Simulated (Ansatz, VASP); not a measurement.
**Cross-check of CoSi between VASP and Ansatz**

Aim: how closely do two programs agree when they are given the same cell, functional and k mesh? The two relaxations start from unlike cells of this crystal (the structure described is Ansatz's start), so only their ends are compared.

Calculated with Ansatz 0.2.0; plane waves, with VASP 6.6.1 beside it; relaxation of cell and atoms at r2SCAN with rVV10.

### Step 1. The starting structure

The structure is cubic, space group P2_13 (No. 198). The conventional cell has a = 4.441 Å, b = 4.441 Å, c = 4.441 Å, α = 90.00°, β = 90.00°, γ = 90.00°. Nearest to Co lie 7 Si at 2.33 to 2.43 Å. Nearest to Si lie 7 Co at 2.33 to 2.43 Å. Farther neighbours are not listed.

### Step 2. Ansatz: relaxation of cell and atoms, r2SCAN with rVV10

Ansatz runs on its default PAW (the set named soft_2) files.

The relaxed volume is the usual yardstick between codes: in a stiff, nearly cubic crystal its relative difference is about their pressure difference at one cell divided by the bulk modulus.

The input, input.yaml:

```yaml
crystal:
  lattice:
    - [4.441, 0.0, 0.0]
    - [0.0, 4.441, 0.0]
    - [0.0, 0.0, 4.441]
  atoms:
    - { symbol: Co, position: [0.85409671, 0.64590329, 0.35409671] }
    - { symbol: Co, position: [0.64590329, 0.35409671, 0.85409671] }
    - { symbol: Co, position: [0.35409671, 0.85409671, 0.64590329] }
    - { symbol: Co, position: [0.14590329, 0.14590329, 0.14590329] }
    - { symbol: Si, position: [0.15653929, 0.34346071, 0.65653929] }
    - { symbol: Si, position: [0.34346071, 0.65653929, 0.15653929] }
    - { symbol: Si, position: [0.65653929, 0.15653929, 0.34346071] }
    - { symbol: Si, position: [0.84346071, 0.84346071, 0.84346071] }
kpoints:
  mp_grid: { grid: [8, 8, 8] }
hamiltonian:
  xc: r2scan
  dispersion: rvv10
scf:
  occupations: { method: gaussian, width: 0.1 }
output:
  forces: true
  stress: true
  eigenvalues: true
  write_density: true
  write_potential: true
  elf: true
  volumetric_format: npy
relax:
  adjacent_minimum: "off"
  f_tol: 0.005
  max_steps: 60
  cell: { stress_tol: 0.03 }
```

On the command line:

```bash
$ ansatz run input.yaml --threads 4 --pin off --max-ram 16384MiB --backend cpu --events-out ev --progress --plain --runs-dir out
```

Numbers of over 12 decimals in the logs are rounded to 6 here.

The program printed:

```text
Engine: ansatz 0.2.0, aarch64-unknown-linux-gnu
Pseudopotentials: kind: paw
Pseudopotential: Co, paw, valence charge 17, recommended cutoff 500 eV (meta_gga), Co.paw.azcp
Pseudopotential: Si, paw, valence charge 4, recommended cutoff 500 eV (meta_gga), Si.paw.azcp
Functional definition: r2SCAN+rVV10
  parameter k0 = 0.174
  parameter k1 = 0.065
  parameter a1 = 4.9479
  exchange = r2scan_x(k0 = k0, k1 = k1, a1 = a1)
  correlation = r2scan_c + rvv10(11.95, 0.0093)
Crystal: 8 atoms, lattice volume = 87.588 Å³
Basis set: ecut = 500 eV, 2205 PW (Γ), exchange–correlation on 160×160×160 points (64 copies of the dense FFT grid, shifted against one another)
Bands: 51, of which v1, the nominal top of the filled ones, is band 42 counted from 1 (41 counted from 0)
Symmetry: 12 space group operations
Space group: P213 (ITA 198), of the structure as read, at distance tolerance 4.4e-5 Å
k-points: 45 of 512 (time reversal used)
Non-local potential: Co, projectors of the file, l = 0: 3, l = 1: 2, l = 2: 3, l = 3: 1
Non-local potential: Si, projectors of the file, l = 0: 2, l = 1: 2, l = 2: 2
PAW form: soft (Blöchl's): semilocal exchange-correlation on the pseudo side does not see the compensation charge
rVV10 density: all electrons in the spheres
PAW frozen core: Co, regenerated for the run's functional (the file was generated under x = pbe(κ = 0.804, μ = 0.219515), c = pbe(β = 0.066725))
PAW frozen core: Si, regenerated for the run's functional (the file was generated under x = pbe(κ = 0.804, μ = 0.219515), c = pbe(β = 0.066725))
PAW one-centre angular grid: Co, 590 points (default); XC on 160 Gauss nodes
PAW one-centre angular grid: Si, 302 points (default); XC on 160 Gauss nodes
Initial density: superposition of atomic densities (neutral atoms: chi_scale 0, normalization atom), corrected by the library's trained network
Initial wavefunctions: pseudopotential atomic-orbital guess
Functional: x = r2scan, c = r2scan + rvv10(b = 11.95, C = 0.0093); τ floored in thin density (d = 2e-4 eV/Å³)
SCF iter   1: F=—  HF=-23080.651516 eV  |F-HF|=—  |Δ(HF+E_count)|=         —  Δρ=2.15e-2  dr2=3.16e-1  dr2_τ=2.05e-1  ethr=1.77e-3  ⟨swp⟩=6.9  Hψ=9098  notcnv=0  defer=9
preconditioner: auto → Kerker (q_TF=auto, 2.709 Å⁻¹)  [metal: Δε(μ)=0.142 eV  Ē_g=7.042 eV  σ=0.100 eV  W_gap=0.49  n_scr=26 (ndim 8)  ℏωp=28.6 eV  f_vac=0.000  D(μ)=1.20/eV (n_scr^D=6)]
SCF iter   2: F=—  HF=-23080.883123 eV  |F-HF|=—  |Δ(HF+E_count)|=   2.32e-1  Δρ=1.17e-2  dr2=5.87e-2  dr2_τ=1.11e-3  ethr=3.76e-4  ⟨swp⟩=2.0  Hψ=4106  notcnv=0  defer=124
SCF iter   3: F=—  HF=-23080.871856 eV  |F-HF|=—  |Δ(HF+E_count)|=   1.13e-2  Δρ=7.29e-3  dr2=4.00e-2  dr2_τ=3.42e-4  ethr=6.99e-5  ⟨swp⟩=2.1  Hψ=3425  notcnv=0  defer=124
SCF iter   4: F=—  HF=-23080.867778 eV  |F-HF|=—  |Δ(HF+E_count)|=   4.08e-3  Δρ=2.17e-3  dr2=4.06e-3  dr2_τ=1.89e-4  ethr=4.76e-5  ⟨swp⟩=1.7  Hψ=2370  notcnv=0  defer=124
SCF iter   5: F=—  HF=-23080.867484 eV  |F-HF|=—  |Δ(HF+E_count)|=   2.94e-4  Δρ=8.10e-4  dr2=4.18e-4  dr2_τ=1.16e-5  ethr=4.84e-6  ⟨swp⟩=2.3  Hψ=3086  notcnv=0  defer=124
SCF iter   6: F=—  HF=-23080.867430 eV  |F-HF|=—  |Δ(HF+E_count)|=   5.36e-5  Δρ=3.93e-4  dr2=8.89e-5  dr2_τ=6.28e-7  ethr=4.98e-7  ⟨swp⟩=2.0  Hψ=3346  notcnv=0  defer=124
SCF iter   7: F=—  HF=-23080.867437 eV  |F-HF|=—  |Δ(HF+E_count)|=   7.11e-6  Δρ=5.60e-5  dr2=1.64e-6  dr2_τ=2.15e-7  ethr=1.06e-7  ⟨swp⟩=2.2  Hψ=3108  notcnv=0  defer=124
SCF iter   8: F=-23080.867438 eV  HF=-23080.867438 eV  |F-HF|=1.88e-8  |Δ(HF+E_count)|=   1.79e-7  Δρ=9.69e-6  dr2=4.03e-8  dr2_τ=2.78e-9  ethr=1.19e-10  ⟨swp⟩=12.1  Hψ=17680  notcnv=0
SCF 1 converged in 8 iterations: F = -23080.867438 eV  dr2 = 4.03e-8
  greatest PAW one-centre occupation: 1.002 electrons in one spin orbital (limit 2), on the Co atom at site 2 (counted from 0), in its partial waves of l = 1
relax step   1: F+E_penalty+E_count = -23080.86743751 eV  Δ(F+E_penalty+E_count) = +0.000e0 eV  max|allowed force component| = 5.397e-2 eV/Å  Δτ_max = 0.0000 Å  P = -10.342 GPa  Ω = 87.588 Å³  (8 SCF iters, dr2 threshold 1.00e-7 eV, accepted)
[...]
relax step   6: F+E_penalty+E_count = -23080.99687899 eV  Δ(F+E_penalty+E_count) = -6.571e-6 eV  max|allowed force component| = 9.096e-5 eV/Å  Δτ_max = 0.0000 Å  P = -0.000 GPa  Ω = 83.738 Å³  energy of the carried Pulay correction = +5.229e-6 eV  (5 SCF iters, dr2 threshold 3.26e-9 eV, accepted)
[...]
relax step   7: F+E_penalty+E_count = -23080.99687901 eV  Δ(F+E_penalty+E_count) = -1.336e-8 eV  max|allowed force component| = 8.665e-5 eV/Å  Δτ_max = 0.0000 Å  P = -0.000 GPa  Ω = 83.738 Å³  stress off target by 2.29e-4 GPa  SCF on the basis re-selected at this cell (its energy is not comparable with the rows above)  (6 SCF iters)
basis re-selected at this cell: Δ(F+E_penalty+E_count) = -1.336e-8 eV, ΔP = +0.000 GPa vs the last step (what re-selecting the basis moved, of the pressure what is left beyond the Pulay correction that the steps carried, after the strain that the cell walked since its last selection, with what the two solves' SCF thresholds leave and, on support functions, any second-order correction that the steps lacked; it is no m [...]
SCF converged after 6 iterations
Free energy (F): -23080.996879 eV
Harris-Foulkes:  -23080.996879 eV  (|F-HF|=1.46e-11)
Internal energy: -23080.991297 eV  (E = F + TS)
E sigma→0 (E₀):  -23080.994088 eV
Entropy (-TS):   -0.005582 eV (-0.698 meV/atom)
Fermi energy:    17.377533 eV
--- Per-component energies (eV) ---
  E_band       = -986.718458
  E_kinetic    = 2022.801023
  E_local      = -14029.452858  (includes V_loc(G=0)·N_el)
  E_nonlocal   = 1927.214265
  E_hartree    = 6113.036794
  E_xc         = -846.741750
  E_vxc        = -1143.217466  (∫ρ·V_xc dr)
  E_paw        = -8182.644058  (= ΣΔE_a)
  E_vpaw       = -2059.593265  (= ΣTr[D̂ρ^β])
  E_aug_tail   = 0.000157  (compensation charges beyond the density's cutoff)
  E_vtau       = 69.455992  (kinetic-family band-sum trace: ∫τ·v_τ [+ j·A + Jᵃ·Aᵃ] dr)
  E_ewald      = -10083.718314
  E_core_change = -1.486557  (= ΣΔE_core)
  E_smearing   = -0.005582  (= −TS)
  E_closure    = -0.000000  (closes the sum)
  Σ components = -23080.996879   (vs F -23080.996879, Δ=0.00e0)
--- Forces (eV/Å), atoms counted from 1 ---
  atom   1  Co     0.00008665    -0.00008665     0.00008665
  atom   2  Co    -0.00008665     0.00008665     0.00008665
  atom   3  Co     0.00008665     0.00008665    -0.00008665
  atom   4  Co    -0.00008665    -0.00008665    -0.00008665
  atom   5  Si     0.00004244    -0.00004244     0.00004244
  atom   6  Si    -0.00004244     0.00004244     0.00004244
  atom   7  Si     0.00004244     0.00004244    -0.00004244
  atom   8  Si    -0.00004244    -0.00004244    -0.00004244
  max |Σ_I F_I| component: 9.14e-17 eV/Å
--- Stress (GPa, compression-positive) ---
       -0.000229       0.000000      -0.000000
        0.000000      -0.000229       0.000000
       -0.000000       0.000000      -0.000229
  P = ⅓ Tr σ = -0.0002 GPa (-0.002 kbar)
--- Band table (eV; the first three rows and the last of 45) ---
  k-point 0: bands = [... 38 lower, 16.4678, 16.4678, 17.3535, 17.3535, 17.3535, 20.2448, 20.2448, 20.2448, ... 5 higher]
  k-point 1: bands = [... 38 lower, 16.4734, 16.4997, 17.1449, 17.3045, 17.6723, 19.6992, 19.7937, 20.0384, ... 5 higher]
  k-point 2: bands = [... 38 lower, 16.4944, 16.6193, 16.9910, 17.1653, 18.1373, 19.2299, 19.3140, 19.5228, ... 5 higher]
  k-point 44: bands = [... 38 lower, 15.9906, 15.9906, 17.1417, 17.1417, 17.1417, 17.1417, 23.4492, 23.4492, ... 5 higher]
--- Relaxed structure (5 steps of the walk, 5 accepted, 2 SCFs on fresh bases) ---
  F+E_penalty+E_count = -23080.99687901 eV   max|allowed force component| = 8.665e-5 eV/Å   (the final SCF, on the basis selected at the relaxed cell)
  cell:  # Å, volume = 83.7384 Å³
    - [4.374968, 0, 0]
    - [0, 4.374968, 0.0]
    - [0, 0.0, 4.374968]
  atoms:
    - { symbol: Co, position: [0.854110, 0.645890, 0.354110] }
    - { symbol: Co, position: [0.645890, 0.354110, 0.854110] }
    - { symbol: Co, position: [0.354110, 0.854110, 0.645890] }
    - { symbol: Co, position: [0.145890, 0.145890, 0.145890] }
    - { symbol: Si, position: [0.156335, 0.343665, 0.656335] }
    - { symbol: Si, position: [0.343665, 0.656335, 0.156335] }
    - { symbol: Si, position: [0.656335, 0.156335, 0.343665] }
    - { symbol: Si, position: [0.843665, 0.843665, 0.843665] }
```

[end of part 1 of 2]

[Lines on the potential files, build, host, timing and source positions are cut from VASP's logs without a mark.]

[Logs are printed without paths, hosts, clocks, repeated set-up lines and the standing remarks that a program may print on its own settings, such as how far it seeks lower states.]

[Hosts, paths, dates, database ids (printed as entryN), source tags and the programs' standing remarks are cut or masked in the printed files.]
